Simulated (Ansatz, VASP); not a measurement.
One calculation of FeBr, two programs

```xyz
2
Lattice="3.3887 0.0000 0.0000 -1.6943 2.9347 0.0000 0.0000 0.0000 3.7707" Properties=species:S:1:pos:R:3 pbc="T T T"
Fe    0.0000    0.0000    0.0000
Br    1.6943    0.9782    1.8853
```

Change from the starting cell: species swapped into the WC type (P-6m2, No. 187).

Alike in both runs: functional PBE; k mesh 18 × 18 × 16; occupations gaussian, width 0.1 eV; collinear spin.

Ansatz relaxed the structure, and its values are those at the end. VASP's run is a single point on that final structure, the one shown.

|  | VASP | Ansatz |
| --- | --- | --- |
| version | VASP 6.6.1 | Ansatz 0.2.0 |
| potentials or method | VASP PAW PBE potentials, release 64 (Fe, Br) | scalar-relativistic, plane waves, PAW |
| plane-wave cutoff (eV) | 520 | 420 |
| valence electrons in the cell | 15 | 23 |

Ansatz gave:

```
gap on the k mesh at the Fermi level (eV)                     : none
pressure (GPa)                                                : 0.0
net moment per atom (μB)                                      : 1.51
size of the moment on the site where the two differ most (μB) : 2.95
```

Q: What did VASP give for the same quantities?

A: gap on the k mesh at the Fermi level (eV): none; pressure (GPa): 0.0; net moment per atom (μB): 1.51; size of the moment on the site where the two differ most (μB): 2.94.

Site moments also hang on the region over which each program counts them. A gap of «none» marks a metal or a gap that the smearing closes. The two sets of potentials don't hold the same shells in valence.

Caveats: semilocal functionals often make such compounds metallic where correlation or magnetic order opens a gap, which also shifts bond lengths.
